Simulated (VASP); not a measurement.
# TaSeF (P4/mmm) in VASP: notebook

The runs below take TaSeF through relaxation of cell and atoms, relaxation of the atoms, with PBE, PBEsol.

All numbers are computed with VASP 6.6.1; they aren't measurements. Logs are shortened: lines on timing, memory, paths and dates and some standing lists are left out, and cuts for length are marked.

### 1 Starting point

It takes space group P4/mmm (No. 123, tetragonal). Conventional cell: a = 3.670 Å, b = 3.670 Å, c = 4.145 Å, α = 90.00°, β = 90.00°, γ = 90.00°. Ta (site symmetry 4/mmm) is surrounded by 2 F at 2.07 Å. Se (site symmetry 4/mmm) is surrounded by 4 Ta at 2.59 Å. F (site symmetry 4/mmm) is surrounded by 2 Ta at 2.07 Å.

The cell was built by a generator and needn't be a form met in nature.

### 2 Relaxation of cell and atoms, PBE

The input, INCAR:

```
PREC = Accurate
ENCUT = 600
EDIFF = 1E-7
ISMEAR = 0
SIGMA = 0.05
LREAL = False
LASPH = True
NELM = 80
ALGO = Fast
ISIF = 3
LWAVE = False
LCHARG = False
GGA = PE
IBRION = 2
NSW = 60
EDIFFG = -0.02
```

The input, KPOINTS:

```
regular mesh
0
Gamma
  7 7 7
```

The input, POSCAR:

```
TaSeF
1.0
    3.6698000000      0.0000000000      0.0000000000
    0.0000000000      3.6698000000      0.0000000000
    0.0000000000      0.0000000000      4.1453100000
Ta Se F
1 1 1
Direct
    0.0000000000      0.0000000000      0.5000000000
    0.5000000000      0.5000000000      0.5000000000
    0.0000000000      0.0000000000      0.0000000000
```

Potentials or basis: VASP PAW PBE potentials, release 64 (Ta_pv, Se, F).

Launch:

```console
$ cat potpaw_PBE.64/Ta_pv/POTCAR potpaw_PBE.64/Se/POTCAR potpaw_PBE.64/F/POTCAR > POTCAR
$ mpirun -np 1 vasp_std > vasp.out
```

OUTCAR:

```text
PREC = Accurate
   ENCUT = 600
   EDIFF = 1E-7
   ISMEAR = 0
   LREAL = False
   LASPH = True
   NELM = 80
   ISIF = 3
   GGA = PE
   IBRION = 2
   NSW = 60
   EDIFFG = -0.02

 ion  position               nearest neighbor table
   1  0.000  0.000  0.500-   3 2.07   3 2.07   2 2.59   2 2.59   2 2.59   2 2.59
   2  0.500  0.500  0.500-   1 2.59   1 2.59   1 2.59   1 2.59
   3  0.000  0.000  0.000-   1 2.07   1 2.07

  LATTYP: Found a simple tetragonal cell.
 ALAT       =     3.6698000000
 C/A-ratio  =     1.1295738187

  Lattice vectors:

 A1 = (   3.6698000000,   0.0000000000,   0.0000000000)
 A2 = (   0.0000000000,   3.6698000000,   0.0000000000)
 A3 = (   0.0000000000,   0.0000000000,   4.1453100000)

Analysis of symmetry for initial positions (statically):
=====================================================================
 Subroutine PRICEL returns:
 Original cell was already a primitive cell.

 Routine SETGRP: Setting up the symmetry group for a
 simple tetragonal supercell.

 Subroutine GETGRP returns: Found 16 space group operations
 (whereof 16 operations were pure point group operations)
 out of a pool of 16 trial point group operations.

The static configuration has the point symmetry D_4h.

Analysis of symmetry for dynamics (positions and initial velocities):
=====================================================================
 Subroutine PRICEL returns:
 Original cell was already a primitive cell.

 Routine SETGRP: Setting up the symmetry group for a
 simple tetragonal supercell.

 Subroutine GETGRP returns: Found 16 space group operations
 (whereof 16 operations were pure point group operations)
 out of a pool of 16 trial point group operations.

The dynamic configuration has the point symmetry D_4h.

 Subroutine INISYM returns: Found 16 space group operations
 (whereof 16 operations are pure point group operations),
 and found     1 'primitive' translations

----------------------------------------------------------------------------------------

                                     Primitive cell

  volume of cell :      55.8267

  direct lattice vectors                    reciprocal lattice vectors
     3.669800000  0.000000000  0.000000000     0.272494414  0.000000000  0.000000000
     0.000000000  3.669800000  0.000000000     0.000000000  0.272494414  0.000000000
     0.000000000  0.000000000  4.145310000     0.000000000  0.000000000  0.241236482

  length of vectors
[... 98 lines left out ...]
   EFERMI =   0.00;   METHOD = LEGACY
   ISMEAR =     0;   SIGMA  =   0.05  broadening in eV -4-tet -1-fermi 0-gaus
   EFERMI_NEDOS =   21; number of points for ismear=-14 and -15
   IALGO  =     68    algorithm
   IMIX   =      4    mixing-type and parameters
     AMIX     =   0.40;   BMIX     =  1.00
     AMIX_MAG =   1.60;   BMIX_MAG =  1.00
  volume/ion in A,a.u.               =      18.61       125.58
  Fermi-wavevector in a.u.,A,eV,Ry     =   1.235562  2.334874 20.770847  1.526614
  Thomas-Fermi vector in A             =   2.370207
   LORBIT       =      0    0 simple, 1 ext, 2 COOP (PROOUT), +10 PAW based schemes
   GGA     = PE    functional components
   LHFCALC =     F    Hartree Fock is set to
   AEXX    =    0.0000 exact exchange contribution
   IVDW    =     0    specifies the selected vdW correction
   LEPSILON=     F    determine dielectric tensor
   LRPA    =     F    only Hartree local field effects (RPA)
 conjugate gradient relaxation of ions
 non-spin polarized calculation
 RMM-DIIS sequential band-by-band and
 Gauss-broadening in eV      SIGMA  =   0.05
  energy-cutoff  :      600.00
  volume of cell :       55.83
 maximum number of plane-waves:      1889
 NGX is ok and might be reduce to    30
   NGX = 15   NGY = 15   NGZ = 17

--------------------------------------- Ionic step        1  -------------------------------------------

 number of electron      23.9999997 magnetization

 Free energy of the ion-electron system (eV)
  ---------------------------------------------------
  ext. energy  EPLUGINS =         0.00000000
  ---------------------------------------------------
  free energy    TOTEN  =       -20.74976879 eV

  energy without entropy =      -20.74686718  energy(sigma->0) =      -20.74831799

------------------------ aborting loop because EDIFF is reached ----------------------------------------

  FORCE on cell =-STRESS in cart. coord.  units (eV):
  Direction    XX          YY          ZZ          XY          YZ          ZX
  --------------------------------------------------------------------------------------
  -------------------------------------------------------------------------------------
  Total       -0.0793851     -0.0793851      0.1441195      0.0000000      0.0000000      0.0000000
  in kB       -2.2782849     -2.2782849      4.1361060      0.0000000      0.0000000      0.0000000
  external PRESSURE =      -0.1401546 kB  Pullay stress =       0.0000000 kB
[... 61 lines left out ...]
--------------------------------------- Ionic step        3  -------------------------------------------

 number of electron      23.9999997 magnetization

 Free energy of the ion-electron system (eV)
  ---------------------------------------------------
  ext. energy  EPLUGINS =         0.00000000
  ---------------------------------------------------
  free energy    TOTEN  =       -20.74995744 eV

  energy without entropy =      -20.74699188  energy(sigma->0) =      -20.74847466

 E-fermi :   4.9792     XC(G=0): -10.1150

 val. band max:        4.9750460414   @ k =   0.1429   0.1429   0.0000
 cond. band min:       4.9863364108   @ k =   0.1429   0.1429   0.1429
 fundamental gap:      0.0112903695
 Fermi energy:         4.9791858256

 k-point     1 :       0.0000    0.0000    0.0000
  band No.  band energies     occupation
      1     -31.4479      2.00000
      2     -31.2429      2.00000
      3     -31.2429      2.00000
      4     -21.3973      2.00000
      5     -10.4904      2.00000
      6      -3.1088      2.00000
[... 433 lines left out ...]
      3     -31.2293      2.00000
      4     -21.0238      2.00000
      5      -9.3928      2.00000
      6      -4.4293      2.00000
[... 8 lines left out ...]
     15       8.3488      0.00000
     16       9.4953      0.00000

 [... further k-points ...]

------------------------ aborting loop because EDIFF is reached ----------------------------------------

  FORCE on cell =-STRESS in cart. coord.  units (eV):
  Direction    XX          YY          ZZ          XY          YZ          ZX
  --------------------------------------------------------------------------------------
  -------------------------------------------------------------------------------------
  Total       -0.0112941     -0.0112941     -0.0144817      0.0000000      0.0000000     -0.0000000
  in kB       -0.3241855     -0.3241855     -0.4156809      0.0000000      0.0000000     -0.0000000
  external PRESSURE =      -0.3546839 kB  Pullay stress =       0.0000000 kB
[... 18 lines left out ...]
  FREE ENERGIE OF THE ION-ELECTRON SYSTEM (eV)
  ---------------------------------------------------
  free  energy   TOTEN  =       -20.7499574416 eV

  energy  without entropy=      -20.7469918775  energy(sigma->0) =      -20.74847466

 reached required accuracy - stopping structural energy minimisation
```

It took 91 s on 1 thread of Intel Xeon Platinum 8488C (Sapphire Rapids), shared host; peak memory 0.22 GiB.

Results:

| Item | Value |
| --- | --- |
| Free energy | -20.7500 eV |
| Relaxed volume | 18.61 Å³/atom |
| Relaxed cell | a = 3.667 Å, b = 3.667 Å, c = 4.152 Å, α = 90.00°, β = 90.00°, γ = 90.00° |
| Space group after relaxing (to 0.05 Å) | P4/mmm (No. 123) |
| Energy gained by relaxing | 0.1 meV/atom |
| Ionic steps | 3 |
| Pressure after relaxing | 0.0 GPa |
| Band gap on the k mesh | none (metal or under the smearing width) |

The path:
| step | energy change (eV) | largest force (eV/Å) | pressure (GPa) | volume (Å³) |
| --- | --- | --- | --- | --- |
| 1 | 0.0000 | 0.0000 | -0.01 | 55.83 |
| 2 | -0.0002 | 0.0000 | -0.04 | 55.81 |
| 3 | -0.0002 | 0.0000 | -0.04 | 55.82 |

Final structure:
```cif
data_structure
_symmetry_space_group_name_H-M 'P 1'
_symmetry_Int_Tables_number 1
_cell_length_a 3.6665
_cell_length_b 3.6665
_cell_length_c 4.1521
_cell_angle_alpha 90.000
_cell_angle_beta 90.000
_cell_angle_gamma 90.000
_cell_volume 55.82
loop_
_atom_site_label
_atom_site_type_symbol
_atom_site_fract_x
_atom_site_fract_y
_atom_site_fract_z
_atom_site_occupancy
Ta1 Ta 0.00000 0.00000 0.50000 1
Se1 Se 0.50000 0.50000 0.50000 1
F1 F 0.00000 0.00000 0.00000 1
```

Levels at points of the mesh, in eV from the Fermi level:
| k point | band 9 | band 10 | band 11 | band 12 | band 13 | band 14 | band 15 | band 16 |
| --- | --- | --- | --- | --- | --- | --- | --- | --- |
| (0.00, 0.00, 0.00) | -3.29 | -3.17 | -3.08 | -3.08 | -0.97 | -0.18 | -0.18 | 1.10 |

The run has no spin-orbit coupling, so splittings on Ta are missing.

### 3 Relaxation of the atoms, PBEsol

The input, INCAR:

```
ALGO = Normal
EDIFF = 1E-7
EDIFFG = -0.005
ENCUT = 520
GGA = PS
IBRION = 2
ISIF = 2
ISMEAR = 0
LASPH = T
LCHARG = F
LREAL = F
LWAVE = F
NELM = 80
NSW = 40
PREC = Accurate
SIGMA = 0.05
```

The input, KPOINTS:

```
k-points
0
Gamma
  7 7 7
```

POSCAR is that of step 2.

Potentials or basis: VASP PAW PBE potentials, release 64 (Ta_pv, Se, F).

Launch:

```console
$ cat potpaw_PBE.64/Ta_pv/POTCAR potpaw_PBE.64/Se/POTCAR potpaw_PBE.64/F/POTCAR > POTCAR
$ mpirun -np 1 vasp_std > vasp.out
```

OUTCAR:

```text
EDIFF = 1E-7
   EDIFFG = -0.005
   ENCUT = 520
   GGA = PS
   IBRION = 2
   ISIF = 2
   ISMEAR = 0
   LASPH = T
   LREAL = F
   NELM = 80
   NSW = 40
   PREC = Accurate

 ion  position               nearest neighbor table
   1  0.000  0.000  0.500-   3 2.07   3 2.07   2 2.59   2 2.59   2 2.59   2 2.59
   2  0.500  0.500  0.500-   1 2.59   1 2.59   1 2.59   1 2.59
   3  0.000  0.000  0.000-   1 2.07   1 2.07

  LATTYP: Found a simple tetragonal cell.
 ALAT       =     3.6698000000
 C/A-ratio  =     1.1295738187

  Lattice vectors:

 A1 = (   3.6698000000,   0.0000000000,   0.0000000000)
 A2 = (   0.0000000000,   3.6698000000,   0.0000000000)
 A3 = (   0.0000000000,   0.0000000000,   4.1453100000)

Analysis of symmetry for initial positions (statically):
=====================================================================
 Subroutine PRICEL returns:
 Original cell was already a primitive cell.

 Routine SETGRP: Setting up the symmetry group for a
 simple tetragonal supercell.

 Subroutine GETGRP returns: Found 16 space group operations
 (whereof 16 operations were pure point group operations)
 out of a pool of 16 trial point group operations.

The static configuration has the point symmetry D_4h.

Analysis of symmetry for dynamics (positions and initial velocities):
=====================================================================
 Subroutine PRICEL returns:
 Original cell was already a primitive cell.

 Routine SETGRP: Setting up the symmetry group for a
 simple tetragonal supercell.

 Subroutine GETGRP returns: Found 16 space group operations
 (whereof 16 operations were pure point group operations)
 out of a pool of 16 trial point group operations.

The dynamic configuration has the point symmetry D_4h.

 Subroutine INISYM returns: Found 16 space group operations
 (whereof 16 operations are pure point group operations),
 and found     1 'primitive' translations

----------------------------------------------------------------------------------------
[... 120 lines left out ...]
   GGA     = PS    functional components
   LHFCALC =     F    Hartree Fock is set to
   AEXX    =    0.0000 exact exchange contribution
   IVDW    =     0    specifies the selected vdW correction
   LEPSILON=     F    determine dielectric tensor
   LRPA    =     F    only Hartree local field effects (RPA)
 conjugate gradient relaxation of ions
 non-spin polarized calculation
 Gauss-broadening in eV      SIGMA  =   0.05
  energy-cutoff  :      520.00
  volume of cell :       55.83
 maximum number of plane-waves:      1519
 NGX is ok and might be reduce to    28
   NGX = 13   NGY = 13   NGZ = 15

 number of electron      23.9999996 magnetization

 Free energy of the ion-electron system (eV)
  ---------------------------------------------------
  ext. energy  EPLUGINS =         0.00000000
  ---------------------------------------------------
  free energy    TOTEN  =       -22.00354214 eV

  energy without entropy =      -22.00068292  energy(sigma->0) =      -22.00211253

 E-fermi :   4.8145     XC(G=0): -10.3106

 val. band max:        4.8067106320   @ k =   0.1429   0.1429   0.0000
 cond. band min:       4.8184042297   @ k =   0.1429   0.1429   0.1429
 fundamental gap:      0.0116935977
 Fermi energy:         4.8144753272

 k-point     1 :       0.0000    0.0000    0.0000
  band No.  band energies     occupation
      1     -31.5521      2.00000
      2     -31.3329      2.00000
      3     -31.3329      2.00000
      4     -21.4336      2.00000
      5     -10.6145      2.00000
      6      -3.2704      2.00000
[... 433 lines left out ...]
      3     -31.3193      2.00000
      4     -21.0459      2.00000
      5      -9.5153      2.00000
      6      -4.6241      2.00000
[... 8 lines left out ...]
     15       8.1282      0.00000
     16       9.3019      0.00000

 [... further k-points ...]

------------------------ aborting loop because EDIFF is reached ----------------------------------------

  FORCE on cell =-STRESS in cart. coord.  units (eV):
  Direction    XX          YY          ZZ          XY          YZ          ZX
  --------------------------------------------------------------------------------------
  -------------------------------------------------------------------------------------
  Total       -1.5433387     -1.5433387     -1.6286644      0.0000000      0.0000000      0.0000000
  in kB      -44.2924836    -44.2924836    -46.7412547      0.0000000      0.0000000      0.0000000
  external PRESSURE =     -45.1087407 kB  Pullay stress =       0.0000000 kB

 VOLUME and BASIS-vectors are now :
 -----------------------------------------------------------------------------
  energy-cutoff  :      520.00
  volume of cell :       55.83
      direct lattice vectors                 reciprocal lattice vectors
     3.669800000  0.000000000  0.000000000     0.272494414  0.000000000  0.000000000
     0.000000000  3.669800000  0.000000000     0.000000000  0.272494414  0.000000000
     0.000000000  0.000000000  4.145310000     0.000000000  0.000000000  0.241236482

 POSITION                                       TOTAL-FORCE (eV/Angst)
 -----------------------------------------------------------------------------------
      0.00000      0.00000      2.07266         0.000000      0.000000      0.000000
      1.83490      1.83490      2.07266         0.000000      0.000000      0.000000
      0.00000      0.00000      0.00000         0.000000      0.000000      0.000000
 -----------------------------------------------------------------------------------
    total drift:                               -0.000000      0.000000      0.000000

  FREE ENERGIE OF THE ION-ELECTRON SYSTEM (eV)
  ---------------------------------------------------
  free  energy   TOTEN  =       -22.0035421376 eV

  energy  without entropy=      -22.0006829199  energy(sigma->0) =      -22.00211253

 reached required accuracy - stopping structural energy minimisation
```

Run time: 31 s. Hardware: 1 thread of Intel Xeon Platinum 8488C (Sapphire Rapids), shared host; peak memory 0.19 GiB.

What came out:

```
Free energy             : -22.0035 eV
Pressure after relaxing : -4.5 GPa
Band gap on the k mesh  : none (metal or under the smearing width)
```

Final structure:
```
Ta Se F
1.0
     3.66980    0.00000    0.00000
     0.00000    3.66980    0.00000
     0.00000    0.00000    4.14531
Ta Se F
1 1 1
Direct
  0.00000 0.00000 0.50000
  0.50000 0.50000 0.50000
  0.00000 0.00000 0.00000
```

Caveat: the relaxation stopped at its first step, so nothing moved; the PAW data sets were made with another functional, which shifts forces and pressure a little. The run has no spin-orbit coupling, so splittings on Ta are missing.
